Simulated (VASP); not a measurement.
Input:

```yaml
crystal:
  lattice:
    - [0.00000, 3.20897, 3.14558]
    - [3.19817, 0.00000, 3.14558]
    - [3.19817, 3.20897, 0.00000]
  atoms:
    - { symbol: Sn, position: [0.00000, 0.00000, 0.00000] }
    - { symbol: Te, position: [0.48623, 0.51377, 0.51377] }
```

Calculation: PBE GGA, VASP's PBE PAW potentials (set 64) (plane waves; VASP). Settings: 175 eV cut-off, 7×7×7 Γ-centred mesh, Gaussian smearing of 0.050 eV, potentials Sn_d Te.

At this cut-off the stress carries a Pulay error, which pulls relaxed volumes low.

### Question
Give the stress tensor in GPa (positive for a compressed cell).

### Answer

```
-29.50    0.00    0.00
  0.00  -29.88    0.00
  0.00    0.00  -27.49
```
The pressure is its mean diagonal, -28.95 GPa.

The compound is SnTe in the rock salt structure, which distorts at low temperature. The cell was not relaxed at this level, atoms are displaced from their ideal sites. The run is one of a series of settings (ENCUT = 175 against the base run), some of them coarse on purpose.
